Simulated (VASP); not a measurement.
A VASP calculation is set up with these files.

File POSCAR:
```
AgI
1
    0.0000000000     3.2500000000     3.2500000000
    3.2500000000     0.0000000000     3.2500000000
    3.2500000000     3.2500000000     0.0000000000
Ag I
1 1
Direct
  0.0000000000   0.0000000000   0.0000000000
  0.2500000000   0.2500000000   0.2500000000
```

**KPOINTS**
```
Automatic mesh
0
G
6 6 6
0 0 0
```

**INCAR**
```
SYSTEM = AgI
PREC = Accurate; ENCUT = 520; LREAL = .False.
LASPH = .True.
EDIFF = 1E-6; NELM = 100; ALGO = Normal
LMAXMIX = 4
ISMEAR = 0; SIGMA = 0.05
GGA = PE; IVDW = 12
IBRION = 2; NSW = 60; ISIF = 3
EDIFFG = -0.01
LWAVE = .False.; LCHARG = .False.
```

POTCAR, in this order: Ag I (PBE.64 set). Program: vasp_std.

Task: Translate this PBE-D3(BJ) calculation to Ansatz.

Result: One equivalent input (not run):
Ansatz 0.2 input:
```yaml
crystal:
  lattice:
    - [0.0000000, 3.2500000, 3.2500000]
    - [3.2500000, 0.0000000, 3.2500000]
    - [3.2500000, 3.2500000, 0.0000000]
  atoms:
    - { symbol: Ag, position: [0.0000000, 0.0000000, 0.0000000] }
    - { symbol: I, position: [0.2500000, 0.2500000, 0.2500000] }
kpoints:
  mp_grid: { grid: [6, 6, 6] }
hamiltonian:
  xc: pbe
  dispersion: d3bj
  pseudopotentials: { kind: paw }
scf:
  occupations: { method: gaussian, width: 0.05 }
  max_iter: 100
relax:
  max_steps: 60
  f_tol: 0.01
  cell: {}
output: { forces: true, stress: true, eigenvalues: true }
```
The two are equivalent in intent, not identical: each code has its own PAW files, so the cut-off isn't converted (ENCUT is set for VASP's; basis.ecutwfc is left out, and Ansatz then takes the one that its files recommend); Ansatz stops its SCF on the density residual and VASP on the energy change (EDIFF).

The compound is AgI in the zinc blende structure, whereas wurtzite is the usual form. This run relaxes it. Symmetry was kept, so distortions that lower it aren't found.
